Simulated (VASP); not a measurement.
```yaml
crystal:
  lattice:
    - [2.65615, 0.00000, 0.00000]
    - [0.00000, 2.65615, 0.00000]
    - [0.00000, 0.00000, 3.68548]
  atoms:
    - { symbol: Fe, position: [0.00000, 0.00000, 0.00000] }
    - { symbol: Pt, position: [0.50000, 0.50000, 0.50000] }
```

These are LDA (Ceperley-Alder, Perdew-Zunger) with spin-orbit coupling, VASP's LDA PAW potentials (set 64) (plane waves; VASP 6.6.1) values and carry that method's errors. Numerical set-up: 400 eV cut-off, 12×12×9 Γ-centred mesh, Gaussian smearing of 0.050 eV, potentials Fe Pt. Starting moments (MAGMOM): 0 0 2.7 0 0 0.3.

Task: Give the energies of bands 10 to 23 at the high-symmetry points, in eV from the Fermi level.

Result: 
```tsv
band	Γ	X	M	Z	R	A
10	-2.94	-3.23	-0.57	-2.39	-2.81	-2.35
11	-2.39	-2.92	-0.32	-2.07	-2.36	-1.94
12	-1.70	-2.75	-0.25	-2.07	-1.02	-1.83
13	-1.57	-2.16	-0.14	-2.03	-0.99	-1.78
14	-1.14	-1.78	0.73	-2.00	-0.76	-1.62
15	-0.72	-1.56	1.00	-1.93	-0.75	-1.45
16	-0.34	-1.48	1.17	-1.89	-0.62	-0.56
17	-0.30	-1.38	1.25	-1.63	-0.22	0.49
18	0.18	-1.20	1.42	-1.36	-0.18	0.77
19	0.41	0.26	1.62	-0.62	-0.12	1.02
20	1.54	0.59	1.71	-0.45	-0.07	1.83
21	1.58	0.64	1.84	-0.19	0.91	6.26
22	1.83	2.41	1.87	0.28	1.49	6.92
23	2.00	2.67	2.10	0.38	1.51	7.99
```

It has no gap at this level: it comes out as a metal or semimetal.

The compound is FePt in the L1_0 structure. It was relaxed first, which changed the volume by -5 %.
